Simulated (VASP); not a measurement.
Here is the system:

```yaml
crystal:
  lattice:
    - [0.00000, 1.90000, 1.90000]
    - [1.90000, 0.00000, 1.90000]
    - [1.90000, 1.90000, 0.00000]
  atoms:
    - { symbol: Rh, position: [0.00000, 0.00000, 0.00000] }
```

All values below come from optB88-vdW, VASP's PBE PAW potentials (set 64) (plane waves; VASP). Run with 400 eV cut-off, 15×15×15 Γ-centred mesh, first-order Methfessel-Paxton smearing of 0.10 eV, potentials Rh_pv.

### Question
What does the run give for the energy per atom (σ→0), pressure, band gap (on the k-mesh) with the smallest direct gap where there is one?

### Answer

- band gap (on the k-mesh): none (metal, semimetal or under 0.01 eV)
- energy per atom (σ→0): -3.855 eV/atom
- pressure: 5.35 GPa

Only differences to runs with the same potentials and settings are physical.

The compound is Rh in the fcc structure. The cell was not relaxed at this level. The run is one of a series of settings (AGGAC = 0.0, GGA = BO, LUSE_VDW = .TRUE., PARAM1 = 0.1833333333, PARAM2 = 0.22 against the base run), some of them coarse on purpose.
